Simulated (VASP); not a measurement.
Given:

```xyz
6
Lattice="4.9934 0.0000 0.0000 0.0000 4.9934 0.0000 0.0000 0.0000 3.4137" Properties=species:S:1:pos:R:3 pbc="T T T"
Pb     0.0000     0.0000     0.0000
Pb     2.4967     2.4967     1.7069
O      1.5358     1.5358     0.0000
O      4.0325     0.9609     1.7069
O      0.9609     4.0325     1.7069
O      3.4576     3.4576     0.0000
```

All values below come from PBEsol GGA, VASP's PBE PAW potentials (set 64) (plane waves; VASP). Run with 620 eV cut-off, 5×5×7 Γ-centred mesh, Gaussian smearing of 0.050 eV, potentials Pb_d O.

Energy and stress use the plane-wave basis of the starting cell.

The ions, cell shape and volume at an external pressure of 5.0 GPa are relaxed. Predict the relaxed structure.

```xyz
6
Lattice="4.9168 0.0000 0.0000 0.0000 4.9168 0.0000 0.0000 0.0000 3.4055" Properties=species:S:1:pos:R:3 pbc="T T T"
Pb     0.0000     0.0000     0.0000
Pb     2.4584     2.4584     1.7027
O      1.5096     1.5096     0.0000
O      3.9680     0.9488     1.7027
O      0.9488     3.9680     1.7027
O      3.4072     3.4072     0.0000
```
Space group P4_2/mnm (136), at a tolerance of 0.03 Å.

How do energy and volume change from the first to the last step?

The energy (σ→0) changes by +6.9 meV/atom and the volume by -3.3 %, in 9 ionic steps.

The compound is PbO2 in the rutile structure. This run relaxes it under an external pressure of 5 GPa. Symmetry was kept, so distortions that lower it aren't found.
